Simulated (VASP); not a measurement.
An input for Quantum ESPRESSO's pw.x (written as the equivalent of a VASP run, and not itself run):

```
&CONTROL
  calculation = 'vc-relax'
  pseudo_dir = './pseudo'
  outdir = './out'
  tprnfor = .true.
  tstress = .true.
  nstep = 30
  forc_conv_thr = 0.00039
/
&SYSTEM
  ibrav = 0
  nat = 2
  ntyp = 1
  ecutwfc = 84
  occupations = 'smearing'
  smearing = 'methfessel-paxton'
  degauss = 0.00735
  input_dft = 'vdw-df-ob86'
/
&ELECTRONS
  conv_thr = 7.3e-09
  electron_maxstep = 100
/
&IONS
/
&CELL
  cell_dofree = 'shape'
/
ATOMIC_SPECIES
  As 74.922 As.upf
CELL_PARAMETERS angstrom
     3.6058226   -1.8901038   -0.0291121
     3.6058226    1.8901038   -0.0291121
     2.6403214    0.0000000    3.0990317
ATOMIC_POSITIONS crystal
  As   0.2288790  0.2288790  0.2288790
  As   0.7711210  0.7711210  0.7711210
K_POINTS automatic
  12 12 12 0 0 0
```

Problem. Write the VASP files for the same calculation (optB86b-vdW).

Solution. This is not unique; one that fits is 
File KPOINTS:
```
Automatic mesh
0
Gamma
12 12 12
0 0 0
```

INCAR:
```
SYSTEM = As
PREC = Accurate
ENCUT = 520
EDIFF = 1E-7
NELM = 100
ALGO = Normal
LREAL = .FALSE.
LASPH = .TRUE.
ISMEAR = 1
SIGMA = 0.1
GGA = MK
PARAM1 = 0.1234
PARAM2 = 1.0
LUSE_VDW = .TRUE.
AGGAC = 0.0
LMAXMIX = 4
LWAVE = .FALSE.
LCHARG = .FALSE.
ISIF = 4
IBRION = 2
NSW = 30
EDIFFG = -0.01
```

File POSCAR:
```
As
1.0
  3.6058226333  -1.8901037808  -0.0291121411
  3.6058226333   1.8901037808  -0.0291121411
  2.6403214319   0.0000000000   3.0990317343
As
2
Cart
  2.2549078121  -0.0000000000   0.6959768226
  7.5970588864   0.0000000000   2.3448306295
```

POTCAR, in this order: As (PBE.64 set). Program: vasp_std.

Limits of the translation: the potentials are each code's own (VASP's PAW set, PseudoDojo norm-conserving files in pw.x), so ENCUT and ecutwfc are chosen apart and not converted; conv_thr bounds pw.x's estimated SCF error, while EDIFF bounds the energy change between steps; forc_conv_thr acts on force components and is met together with etot_conv_thr.

The compound is As in the a7 structure. This cell is one point of a volume scan, at 0.97 of the reference volume. Symmetry was kept, so distortions that lower it aren't found.
